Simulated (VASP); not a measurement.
# Sb2Te3O2 (P-4m2) in VASP: density of states with PBE

Aim: the density of states of Sb2Te3O2 with PBE.

Program: VASP 6.6.1. These are calculated values, not measurements. Logs are shortened: lines on timing, memory, paths and dates and some standing lists are left out, and cuts for length are marked.

### Step 1. The crystal as given

It takes space group P-4m2 (No. 115, tetragonal). The conventional cell has a = 3.811 Å, b = 3.811 Å, c = 11.390 Å, α = 90.00°, β = 90.00°, γ = 90.00°. Sb (site symmetry 2mm) is surrounded by 4 O at 2.28 Å. Te (site symmetry 2mm) has 2 Te at 3.13 Å and 4 Sb at 3.33 Å as nearest neighbours. Te (site symmetry -4m2) is surrounded by 4 Te at 3.13 Å. O (site symmetry -4m2) has 4 Sb at 2.28 Å as nearest neighbours. O (site symmetry -4m2) has 4 Sb at 2.28 Å as nearest neighbours.

The cell was built by a generator and needn't be a form met in nature.

### Step 2. Density of states, PBE

Contents of POSCAR:

```
Sb2Te3O2
1.0
    3.8114500000      0.0000000000      0.0000000000
    0.0000000000      3.8114500000      0.0000000000
    0.0000000000      0.0000000000     11.3900400000
Sb Te O
2 3 2
Direct
    0.0000000000      0.5000000000      0.8897280000
    0.5000000000      0.0000000000      0.1102720000
    0.0000000000      0.5000000000      0.2825120000
    0.5000000000      0.5000000000      0.5000000000
    0.5000000000      0.0000000000      0.7174880000
    0.5000000000      0.5000000000      0.0000000000
    0.0000000000      0.0000000000      0.0000000000
```

Contents of INCAR.step1:

```
SYSTEM = Sb2Te3O2
PREC = Accurate
ENCUT = 520
EDIFF = 1E-7
ISMEAR = 0
SIGMA = 0.1
LREAL = .FALSE.
LASPH = .TRUE.
NELM = 60
ALGO = Normal
ISIF = 2
LWAVE = .FALSE.
LCHARG = .TRUE.
GGA = PE
NBANDS = 29
KPAR = 4
```

Contents of KPOINTS.step1:

```
regular mesh
0
G
  8 8 4
  0 0 0
```

Contents of INCAR.step2:

```
SYSTEM = Sb2Te3O2
PREC = Accurate
ENCUT = 520
EDIFF = 1E-7
ISMEAR = -5
SIGMA = 0.1
LREAL = .FALSE.
LASPH = .TRUE.
NELM = 60
ALGO = Normal
ISIF = 2
LWAVE = .FALSE.
LCHARG = .FALSE.
GGA = PE
LORBIT = 11
NBANDS = 29
KPAR = 4
NEDOS = 2001
ICHARG = 11
```

Contents of KPOINTS.step2:

```
regular mesh
0
G
  12 12 6
  0 0 0
```

Potentials or basis: VASP PAW PBE potentials, release 64 (Sb, Te, O).

On the command line:

```console
$ cat potpaw_PBE.64/Sb/POTCAR potpaw_PBE.64/Te/POTCAR potpaw_PBE.64/O/POTCAR > POTCAR
$ cp INCAR.step1 INCAR
$ cp KPOINTS.step1 KPOINTS
$ mpirun -np 4 vasp_std > vasp.out
$ cp INCAR.step2 INCAR
$ cp KPOINTS.step2 KPOINTS
$ mpirun -np 4 vasp_std > vasp.out
```

OUTCAR:

```text
SYSTEM = Sb2Te3O2
   PREC = Accurate
   ENCUT = 520
   EDIFF = 1E-7
   ISMEAR = -5
   LREAL = .FALSE.
   LASPH = .TRUE.
   NELM = 60
   ISIF = 2
   GGA = PE
   LORBIT = 11
   ICHARG = 11

 ion  position               nearest neighbor table
   1  0.000  0.500  0.890-   6 2.28   7 2.28   7 2.28   6 2.28   5 3.33   5 3.33   5 3.33   5 3.33
                             2 3.68   2 3.68   2 3.68   2 3.68
   2  0.500  0.000  0.110-   6 2.28   7 2.28   6 2.28   7 2.28   3 3.33   3 3.33   3 3.33   3 3.33
                             1 3.68   1 3.68   1 3.68   1 3.68
   3  0.000  0.500  0.283-   4 3.13   4 3.13   2 3.33   2 3.33   2 3.33   2 3.33
   4  0.500  0.500  0.500-   3 3.13   5 3.13   5 3.13   3 3.13
   5  0.500  0.000  0.717-   4 3.13   4 3.13   1 3.33   1 3.33   1 3.33   1 3.33
   6  0.500  0.500  0.000-   1 2.28   2 2.28   2 2.28   1 2.28
   7  0.000  0.000  0.000-   1 2.28   2 2.28   1 2.28   2 2.28

  LATTYP: Found a simple tetragonal cell.
 ALAT       =     3.8114500000
 C/A-ratio  =     2.9883745031

  Lattice vectors:

 A1 = (   3.8114500000,   0.0000000000,   0.0000000000)
 A2 = (   0.0000000000,   3.8114500000,   0.0000000000)
 A3 = (   0.0000000000,   0.0000000000,  11.3900400000)

Analysis of symmetry for initial positions (statically):
=====================================================================
 Subroutine PRICEL returns:
 Original cell was already a primitive cell.

 Routine SETGRP: Setting up the symmetry group for a
 simple tetragonal supercell.

 Subroutine GETGRP returns: Found  8 space group operations
 (whereof  8 operations were pure point group operations)
 out of a pool of 16 trial point group operations.

The static configuration has the point symmetry D_2d.

Analysis of symmetry for dynamics (positions and initial velocities):
=====================================================================
 Subroutine PRICEL returns:
 Original cell was already a primitive cell.

 Routine SETGRP: Setting up the symmetry group for a
 simple tetragonal supercell.

 Subroutine GETGRP returns: Found  8 space group operations
 (whereof  8 operations were pure point group operations)
 out of a pool of 16 trial point group operations.

The dynamic configuration has the point symmetry D_2d.

 Subroutine INISYM returns: Found  8 space group operations
 (whereof  8 operations are pure point group operations),
 and found     1 'primitive' translations

----------------------------------------------------------------------------------------

                                     Primitive cell

  volume of cell :     165.4648

  direct lattice vectors                    reciprocal lattice vectors
     3.811450000  0.000000000  0.000000000     0.262367341  0.000000000  0.000000000
     0.000000000  3.811450000  0.000000000     0.000000000  0.262367341  0.000000000
     0.000000000  0.000000000 11.390040000     0.000000000  0.000000000  0.087796004

  length of vectors
     3.811450000  3.811450000 11.390040000     0.262367341  0.262367341  0.087796004

  position of ions in fractional coordinates (direct lattice)
     0.000000000  0.500000000  0.889728000
     0.500000000  0.000000000  0.110272000
     0.000000000  0.500000000  0.282512000
     0.500000000  0.500000000  0.500000000
     0.500000000  0.000000000  0.717488000
     0.500000000  0.500000000  0.000000000
     0.000000000  0.000000000  0.000000000

  ion indices of the primitive-cell ions
   primitive index   ion index
                 1           1
                 2           2
                 3           3
                 4           4
                 5           5
                 6           6
                 7           7

----------------------------------------------------------------------------------------

 KPOINTS: regular mesh

Automatic generation of k-mesh.
 Grid dimensions read from file:
 generate k-points for:   12   12    6

 Generating k-lattice:

  Cartesian coordinates                     Fractional coordinates (reciprocal lattice)
     0.021863945  0.000000000  0.000000000     0.083333333  0.000000000  0.000000000
     0.000000000  0.021863945  0.000000000     0.000000000  0.083333333  0.000000000
     0.000000000  0.000000000  0.014632667     0.000000000  0.000000000  0.166666667

  Length of vectors
     0.021863945  0.021863945  0.014632667

  Shift w.r.t. Gamma in fractional coordinates (k-lattice)
     0.000000000  0.000000000  0.000000000

 TETIRR: Found   1296 inequivalent tetrahedra from     5184

 Subroutine IBZKPT returns following result:
 ===========================================

 Found    112 irreducible k-points:

 Following reciprocal coordinates:
            Coordinates               Weight
  0.000000  0.000000  0.000000      1.000000
  0.083333  0.000000  0.000000      4.000000
  0.166667  0.000000  0.000000      4.000000
  0.250000  0.000000  0.000000      4.000000
  0.333333  0.000000  0.000000      4.000000
  0.416667  0.000000  0.000000      4.000000
[... 16 lines left out ...]
  0.333333  0.333333  0.000000      4.000000
  0.416667  0.333333  0.000000      8.000000
 [... further k-points ...]
   k-points           NKPTS =    112   k-points in BZ     NKDIM =    112   number of bands    NBANDS=     29
   number of dos      NEDOS =   2001   number of ions     NIONS =      7
   total plane-waves  NPLWV =  70560
   dimension x,y,z NGX =    28 NGY =   28 NGZ =   90
   dimension x,y,z NGXF=    56 NGYF=   56 NGZF=  180
   ions per type =               2   3   2
   NGX,Y,Z   is equivalent  to a cutoff of  12.21, 12.21, 13.14 a.u.
   NGXF,Y,Z  is equivalent  to a cutoff of  24.43, 24.43, 26.27 a.u.
 SYSTEM =  Sb2Te3O2
   PREC   = accura    normal or accurate (medium, high low for compatibility)
   ISTART =      0    job   : 0-new  1-cont  2-samecut
   ICHARG =     11    charge: 1-file 2-atom 10-const
   ISPIN  =      1    spin polarized calculation?
   LNONCOLLINEAR =      F non collinear calculations
   LSORBIT =      F    spin-orbit coupling
   LASPH  =      T    aspherical Exc in radial PAW
   ENCUT  =  520.0 eV  38.22 Ry    6.18 a.u.   7.09  7.09 21.18*2*pi/ulx,y,z
   NELM   =     60;   NELMIN=  2; NELMDL=  0     # of ELM steps
   EDIFF  = 0.1E-06   stopping-criterion for ELM
   LREAL  =      F    real-space projection
   EDIFFG = 0.1E-05   stopping-criterion for IOM
   NSW    =      0    number of steps for IOM
   IBRION =     -1    ionic relax: 0-MD 1-quasi-New 2-CG
   NFREE  =      0    steps in history (QN), initial steepest desc. (CG)
   ISIF   =      2    stress and relaxation
   ISYM   =      2    0-nonsym 1-usesym 2-fastsym
   POTIM  = 0.5000    time-step for ionic-motion
   TEBEG  =    0.0;   TEEND  =   0.0 temperature during run
   PSTRESS=    0.0 pullay stress
   NELECT =      40.0000    total number of electrons
   NUPDOWN=      -1.0000    fix difference up-down
   EMIN   =  10.00;   EMAX   =-10.00  energy-range for DOS
   EFERMI =   0.00;   METHOD = LEGACY
   ISMEAR =    -5;   SIGMA  =   0.10  broadening in eV -4-tet -1-fermi 0-gaus
   EFERMI_NEDOS =   21; number of points for ismear=-14 and -15
   IALGO  =     38    algorithm
   IMIX   =      4    mixing-type and parameters
     AMIX     =   0.40;   BMIX     =  1.00
     AMIX_MAG =   1.60;   BMIX_MAG =  1.00
  volume/ion in A,a.u.               =      23.64       159.52
  Fermi-wavevector in a.u.,A,eV,Ry     =   1.019826  1.927192 14.150684  1.040046
  Thomas-Fermi vector in A             =   2.153362
   LORBIT       =     11    0 simple, 1 ext, 2 COOP (PROOUT), +10 PAW based schemes
   GGA     = PE    functional components
   LHFCALC =     F    Hartree Fock is set to
   AEXX    =    0.0000 exact exchange contribution
   IVDW    =     0    specifies the selected vdW correction
   LEPSILON=     F    determine dielectric tensor
   LRPA    =     F    only Hartree local field effects (RPA)
 non-spin polarized calculation
 Fermi weights with tetrahedron method with Bloechl corrections
  energy-cutoff  :      520.00
  volume of cell :      165.46
 maximum number of plane-waves:      4482

 number of electron      39.9999991 magnetization

 Free energy of the ion-electron system (eV)
  ---------------------------------------------------
  ext. energy  EPLUGINS =         0.00000000
  ---------------------------------------------------
  free energy    TOTEN  =       -30.53935270 eV

  energy without entropy =      -30.53935270  energy(sigma->0) =      -30.53935270

 E-fermi :   6.8437     XC(G=0):  -9.7629

 val. band max:        6.8682586419   @ k =   0.2500   0.2500   0.5000
 cond. band min:       6.7630025605   @ k =   0.5000   0.5000   0.5000
 fundamental gap:     -0.1052560814
 Fermi energy:         6.8436978315

 k-point     1 :       0.0000    0.0000    0.0000
  band No.  band energies     occupation
      1     -13.7038      2.00000
      2     -11.5089      2.00000
      3      -5.8830      2.00000
      4      -5.4380      2.00000
      5      -3.6826      2.00000
      6      -2.8816      2.00000
[... 21 lines left out ...]
     28      11.2795      0.00000
     29      11.5189      0.00000

 k-point     2 :       0.0833    0.0000    0.0000
  band No.  band energies     occupation
      1     -13.6667      2.00000
      2     -11.5421      2.00000
      3      -5.8355      2.00000
      4      -5.3832      2.00000
      5      -3.6495      2.00000
      6      -2.8946      2.00000
[... 696 lines left out ...]
 k-point    24 :       0.4167    0.3333    0.0000
  band No.  band energies     occupation
      1     -12.5820      2.00000
      2     -12.2681      2.00000
      3      -4.3087      2.00000
      4      -3.7380      2.00000
      5      -3.5713      2.00000
      6      -3.3437      2.00000
[... 21 lines left out ...]
     28      11.2843      0.00000
     29      12.1316      0.00000

 [... further k-points ...]

------------------------ aborting loop because EDIFF is reached ----------------------------------------

  FORCE on cell =-STRESS in cart. coord.  units (eV):
  Direction    XX          YY          ZZ          XY          YZ          ZX
  --------------------------------------------------------------------------------------
  -------------------------------------------------------------------------------------
  Total        0.0156952      0.0156952      0.2166232      0.0000000      0.0000000      0.0000000
  in kB        0.1519745      0.1519745      2.0975381      0.0000000      0.0000000      0.0000000
  external PRESSURE =       0.8004957 kB  Pullay stress =       0.0000000 kB

 VOLUME and BASIS-vectors are now :
 -----------------------------------------------------------------------------
  energy-cutoff  :      520.00
  volume of cell :      165.46
      direct lattice vectors                 reciprocal lattice vectors
     3.811450000  0.000000000  0.000000000     0.262367341  0.000000000  0.000000000
     0.000000000  3.811450000  0.000000000     0.000000000  0.262367341  0.000000000
     0.000000000  0.000000000 11.390040000     0.000000000  0.000000000  0.087796004

 POSITION                                       TOTAL-FORCE (eV/Angst)
 -----------------------------------------------------------------------------------
      0.00000      1.90572     10.13404         0.000000     -0.000000      0.000593
      1.90572      0.00000      1.25600         0.000000     -0.000000     -0.000593
      0.00000      1.90572      3.21782         0.000000     -0.000000     -0.010589
      1.90572      1.90572      5.69502         0.000000     -0.000000      0.000000
      1.90572      0.00000      8.17222         0.000000     -0.000000      0.010589
      1.90572      1.90572      0.00000        -0.000000      0.000000      0.000000
      0.00000      0.00000      0.00000         0.000000     -0.000000      0.000000
 -----------------------------------------------------------------------------------
    total drift:                               -0.000000      0.000000      0.000000

  FREE ENERGIE OF THE ION-ELECTRON SYSTEM (eV)
  ---------------------------------------------------
  free  energy   TOTEN  =       -30.5393526982 eV

  energy  without entropy=      -30.5393526982  energy(sigma->0) =      -30.53935270

 total charge

# of ion       s       p       d       tot
------------------------------------------
    1        1.309   0.789   0.084   2.182
    2        1.309   0.789   0.084   2.182
    3        1.406   1.880   0.031   3.317
    4        1.447   1.728   0.040   3.215
    5        1.406   1.880   0.031   3.317
    6        1.589   3.385   0.000   4.974
    7        1.587   3.386   0.000   4.973
--------------------------------------------------
tot         10.055  13.837   0.269  24.162
```

Run time: 85 s. Hardware: 4 MPI ranks of AMD EPYC 9R45 (Zen 5), shared host; peak memory 0.56 GiB.

Results:

- Valence electrons inside the program's atomic spheres: Sb 2.18; Te 3.32, 3.21; O 4.97

States per cell in windows of 0.5 eV (zero at the Fermi level; states under -8 eV left out):
```csv
from (eV),total,O6_p,O7_p,Te4_p,Te3_p,Te5_p,Sb1_p
-8.0,0.23,0.01,0.01,0.00,0.00,0.00,0.00
-7.5,0.17,0.01,0.01,0.00,0.00,0.00,0.00
-7.0,1.86,0.36,0.37,0.01,0.02,0.02,0.11
-6.5,1.25,0.25,0.26,0.00,0.01,0.01,0.07
-6.0,0.83,0.18,0.19,0.00,0.01,0.01,0.04
-5.5,1.44,0.26,0.26,0.02,0.04,0.04,0.07
-5.0,2.48,0.41,0.40,0.06,0.09,0.09,0.12
-4.5,1.77,0.31,0.28,0.09,0.08,0.08,0.06
-4.0,2.97,0.37,0.38,0.32,0.17,0.17,0.06
-3.5,2.64,0.40,0.42,0.27,0.12,0.12,0.05
-3.0,1.52,0.21,0.21,0.12,0.11,0.11,0.01
-2.5,1.34,0.07,0.06,0.10,0.16,0.16,0.01
-2.0,2.06,0.11,0.09,0.14,0.27,0.27,0.02
-1.5,2.08,0.08,0.09,0.16,0.29,0.29,0.03
-1.0,1.77,0.06,0.05,0.16,0.24,0.24,0.03
-0.5,1.89,0.06,0.05,0.24,0.24,0.24,0.03
0.0,1.42,0.04,0.03,0.25,0.15,0.15,0.04
0.5,1.55,0.05,0.04,0.34,0.10,0.10,0.06
1.0,1.33,0.03,0.04,0.23,0.10,0.10,0.07
1.5,0.70,0.01,0.02,0.03,0.04,0.04,0.08
2.0,1.45,0.04,0.07,0.06,0.08,0.08,0.18
2.5,2.13,0.10,0.11,0.05,0.10,0.10,0.31
3.0,3.18,0.20,0.20,0.08,0.16,0.16,0.40
3.5,2.43,0.17,0.16,0.07,0.14,0.14,0.32
4.0,1.85,0.14,0.10,0.07,0.11,0.11,0.24
4.5,0.25,0.01,0.01,0.00,0.01,0.01,0.01
5.0,0.54,0.01,0.02,0.01,0.01,0.01,0.02
5.5,0.95,0.02,0.01,0.01,0.01,0.01,0.02
6.0,0.23,0.00,0.00,0.00,0.00,0.00,0.00
6.5,0.00,0.00,0.00,0.00,0.00,0.00,0.00
```

Caveat: tetrahedron occupations give inexact forces and stress in metals.
